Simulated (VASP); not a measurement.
Level of theory: PBEsol GGA, VASP's PBE PAW potentials (set 64) (plane waves; VASP).

A VASP calculation is set up with these files.

### KPOINTS
```
Automatic mesh
0
Gamma
14 14 14
0 0 0
```

INCAR:
```
! general
SYSTEM =HfC
PREC   =Accurate
ENCUT  =620
LREAL  =.False.   ! projection in real space or not
LASPH  =.True.   ! aspherical one-centre terms

! electronic loop
EDIFF  =1E-6   ! SCF stop (eV)
NELM   =100   ! most electronic steps
ALGO   =Normal   ! blocked Davidson
LMAXMIX=6   ! l cut-off of mixed one-centre charges

! smearing
ISMEAR =1
SIGMA  =0.1

! functional
GGA    =PS   ! PBEsol

! ions
IBRION =2   ! conjugate gradients
NSW    =40   ! most ionic steps
ISIF   =3   ! ions, shape and volume
EDIFFG =-0.02   ! ionic stop
PSTRESS=50   ! kbar

! output
LWAVE  =.False.
LCHARG =.False.
```

POSCAR:
```
HfC
1.0
  0.0000000000   2.3020619793   2.3020619793
  2.3020619793   0.0000000000   2.3020619793
  2.3020619793   2.3020619793   0.0000000000
Hf C
1 1
Cart
  0.0000000000   0.0000000000   0.0000000000
  2.3020619793   2.3020619793   2.3020619793
```

POTCAR, in this order: Hf_pv C (PBE.64 set). Program: vasp_std.

The run wrote:

OSZICAR:
```
       N       E                     dE             d eps       ncg     rms          rms(c)
DAV:   1     0.266170121327E+02    0.26617E+02   -0.86877E+03  2288   0.140E+03
DAV:   2    -0.232098320216E+02   -0.49827E+02   -0.47468E+02  2889   0.235E+02
DAV:   3    -0.250594527028E+02   -0.18496E+01   -0.18242E+01  2995   0.340E+01
DAV:   4    -0.250744953241E+02   -0.15043E-01   -0.15034E-01  2720   0.319E+00
DAV:   5    -0.250746708834E+02   -0.17556E-03   -0.17551E-03  3015   0.291E-01    0.613E+01
DAV:   6    -0.222842084795E+02    0.27905E+01   -0.17775E+01  2534   0.219E+01    0.428E+01
DAV:   7    -0.222124531251E+02    0.71755E-01   -0.58543E-01  2630   0.593E+00    0.239E+01
DAV:   8    -0.222014776703E+02    0.10975E-01   -0.45285E-02  2533   0.208E+00    0.463E+00
DAV:   9    -0.221970505934E+02    0.44271E-02   -0.21932E-02  2560   0.901E-01    0.188E+00
DAV:  10    -0.221967709942E+02    0.27960E-03   -0.10199E-03  2720   0.267E-01    0.265E-01
DAV:  11    -0.221967662470E+02    0.47472E-05   -0.11416E-04  2656   0.830E-02    0.439E-02
DAV:  12    -0.221967643950E+02    0.18519E-05   -0.43669E-06  2626   0.190E-02    0.465E-02
DAV:  13    -0.221967640843E+02    0.31070E-06   -0.23170E-07  1291   0.522E-03
   1 F= -.21435316E+02 E0= -.21435293E+02  d E =-.214353E+02
       N       E                     dE             d eps       ncg     rms          rms(c)
DAV:   1    -0.222578439915E+02   -0.61080E-01   -0.35916E+00  2288   0.188E+01    0.623E+00
DAV:   2    -0.221688326150E+02    0.89011E-01   -0.11356E-01  2300   0.352E+00    0.334E+00
DAV:   3    -0.221348578116E+02    0.33975E-01   -0.10305E-01  2333   0.301E+00    0.209E+00
DAV:   4    -0.221351620034E+02   -0.30419E-03   -0.15710E-03  2800   0.418E-01    0.261E+00
DAV:   5    -0.221347596088E+02    0.40239E-03   -0.65345E-04  2720   0.198E-01    0.171E-01
DAV:   6    -0.221347256266E+02    0.33982E-04   -0.88192E-05  2634   0.647E-02    0.759E-02
DAV:   7    -0.221347291811E+02   -0.35545E-05   -0.37101E-06  2460   0.178E-02    0.866E-02
DAV:   8    -0.221347228943E+02    0.62868E-05   -0.34633E-05  2533   0.393E-02    0.162E-02
DAV:   9    -0.221347231593E+02   -0.26496E-06   -0.88741E-07  1258   0.104E-02
   2 F= -.21414328E+02 E0= -.21414275E+02  d E =0.209876E-01
       N       E                     dE             d eps       ncg     rms          rms(c)
DAV:   1    -0.222433515378E+02   -0.10863E+00   -0.15642E+00  2288   0.124E+01    0.417E+00
DAV:   2    -0.222048639909E+02    0.38488E-01   -0.52035E-02  2300   0.237E+00    0.224E+00
DAV:   3    -0.221900078959E+02    0.14856E-01   -0.45928E-02  2327   0.197E+00    0.138E+00
DAV:   4    -0.221901255067E+02   -0.11761E-03   -0.68278E-04  2812   0.276E-01    0.170E+00
DAV:   5    -0.221899508104E+02    0.17470E-03   -0.26477E-04  2745   0.130E-01    0.202E-01
DAV:   6    -0.221899258046E+02    0.25006E-04   -0.48915E-05  2673   0.463E-02    0.599E-02
DAV:   7    -0.221899269413E+02   -0.11368E-05   -0.12932E-06  1448   0.118E-02    0.620E-02
DAV:   8    -0.221899212633E+02    0.56780E-05   -0.13457E-05  2560   0.238E-02    0.265E-02
DAV:   9    -0.221899205695E+02    0.69381E-06   -0.31372E-06  2292   0.130E-02
   3 F= -.21442509E+02 E0= -.21442475E+02  d E =-.719331E-02
```

OUTCAR:
```
------------------------ aborting loop because EDIFF is reached ----------------------------------------
  FORCE on cell =-STRESS in cart. coord.  units (eV):
  Direction    XX          YY          ZZ          XY          YZ          ZX
  --------------------------------------------------------------------------------------
  Total        0.7399616      0.7399616      0.7399616     -0.0000000     -0.0000000      0.0000000
  in kB       49.5016197     49.5016197     49.5016197     -0.0000000     -0.0000000      0.0000000
  external PRESSURE =      -0.4983803 kB  Pullay stress =      50.0000000 kB
  volume of cell :       23.95
      direct lattice vectors                 reciprocal lattice vectors
     0.000000000  2.287828460  2.287828460    -0.218547854  0.218547854  0.218547854
     2.287828460 -0.000000000  2.287828460     0.218547854 -0.218547854  0.218547854
     2.287828460  2.287828460  0.000000000     0.218547854  0.218547854 -0.218547854
 POSITION                                       TOTAL-FORCE (eV/Angst)
 -----------------------------------------------------------------------------------
      0.00000     -0.00000      0.00000        -0.000000     -0.000000      0.000000
      2.28783      2.28783      2.28783         0.000000      0.000000     -0.000000
 -----------------------------------------------------------------------------------
    total drift:                                0.000000      0.000000      0.000000
  FREE ENERGIE OF THE ION-ELECTRON SYSTEM (eV)
  ---------------------------------------------------
  free  energy   TOTEN  =       -22.1899205695 eV

  energy  without entropy=      -22.1898174968  energy(sigma->0) =      -22.18988621
  enthalpy is  TOTEN    =       -21.4425090416 eV   P V=        0.7474115279

 reached required accuracy - stopping structural energy minimisation
```
(Selected blocks of OUTCAR.)

CONTCAR:
```
HfC
   1.00000000000000
     0.0000000000000000    2.2878284597145644    2.2878284597145644
     2.2878284597145644   -0.0000000000000000    2.2878284597145644
     2.2878284597145644    2.2878284597145644    0.0000000000000000
  Hf              C
     1     1
Direct
     0.0000000000000000    0.0000000000000000    0.0000000000000000
     0.5000000000000000    0.5000000000000000    0.5000000000000000
```

File OUTCAR:
```
 val. band max:        6.1573603863   @ k =   0.5000   0.5000   0.0000

 cond. band min:       6.1746064140   @ k =   0.3571   0.2857   0.0000


 Fermi energy:         6.1608149215

 k-point     1 :       0.0000    0.0000    0.0000
  band No.  band energies     occupation
      1     -23.0833      2.00000
      2     -23.0833      2.00000
      3     -23.0833      2.00000
      4      -6.3521      2.00000
      5       7.2354     -0.00000
      6       7.2354     -0.00000
      7       7.2354     -0.00000
      8       7.5377     -0.00000
      9       7.5377     -0.00000
     10       7.5377     -0.00000
     11       9.6957      0.00000

 k-point     2 :       0.0714    0.0000    0.0000
  band No.  band energies     occupation
      1     -23.1274      2.00000
      2     -23.0874      2.00000
      3     -23.0874      2.00000
      4      -6.2120      2.00000
      5       6.2804     -0.07066
      6       6.5625     -0.00000
      7       6.5625     -0.00000
      8       7.8243     -0.00000
      9       7.8243     -0.00000
     10       8.1719      0.00000
     11      10.3656      0.00000

 k-point     3 :       0.1429    0.0000    0.0000
  band No.  band energies     occupation
      1     -23.2486      2.00000
      2     -23.0988      2.00000
      3     -23.0988      2.00000
      4      -5.8078      2.00000
      5       5.0114      2.00000
      6       5.5934      2.00000
      7       5.5934      2.00000
      8       8.2641      0.00000
      9       8.2641      0.00000
     10       8.6497      0.00000
     11      11.7289      0.00000

 k-point     4 :       0.2143    0.0000    0.0000
  band No.  band energies     occupation
      1     -23.4186      2.00000
      2     -23.1152      2.00000
      3     -23.1152      2.00000
      4      -5.1834      2.00000
      5       3.7014      2.00000
      6       4.7053      2.00000
      7       4.7053      2.00000
      8       8.9098      0.00000
      9       8.9098      0.00000
...
```

Unless said otherwise, spin-orbit coupling is left out, though it shifts the bands of the heavy elements here.

The compound is HfC in the rock salt structure. This run relaxes it under an external pressure of 5 GPa. Symmetry was kept, so distortions that lower it aren't found.
